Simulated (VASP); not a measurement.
Here is the system:

```xyz
2
Lattice="0.0000 2.3760 2.3760 2.3760 0.0000 2.3760 2.3760 2.3760 0.0000" Properties=species:S:1:pos:R:3 pbc="T T T"
Pt     0.0000     0.0000     0.0000
B      2.3760     2.3760     2.3760
```

These are PBE GGA, VASP's PBE PAW potentials (set 64) (plane waves; VASP) values and carry that method's errors. Settings: 520 eV cut-off, 12×12×12 Γ-centred mesh, first-order Methfessel-Paxton smearing of 0.10 eV, potentials Pt B.

Energy and stress use the plane-wave basis of the starting cell.

### Question
The ions, cell shape and volume are relaxed. Which structure does the run end with?

### Answer

```xyz
2
Lattice="0.0000 2.2666 2.2666 2.2666 0.0000 2.2666 2.2666 2.2666 0.0000" Properties=species:S:1:pos:R:3 pbc="T T T"
Pt     0.0000     0.0000     0.0000
B      2.2666     2.2666     2.2666
```
Space group Fm-3m (225), at a tolerance of 0.03 Å.

### Question
How do energy and volume change from the first to the last step?

### Answer
The energy (σ→0) changes by -152.7 meV/atom and the volume by -13.2 %, in 7 ionic steps.

```tsv
step	E(σ→0) (eV)	max force (eV/Å)	pressure (GPa)	volume (Å³)
1	-11.9015	0.000	-23.96	26.83
2	-11.6627	0.000	57.65	19.77
3	-12.2064	0.000	-1.26	23.41
4	-12.2068	0.000	-0.25	23.32
5	-12.2068	0.000	0.44	23.25
6	-12.2068	0.000	-0.61	23.35
7	-12.2069	0.000	0.02	23.29
```

The structure was generated: PtB was put into the rock salt type (Fm-3m), which need not be its known phase. This run relaxes it. Symmetry was kept, so distortions that lower it aren't found. The electron count is odd and the run is not spin-polarised, which forces a metal.
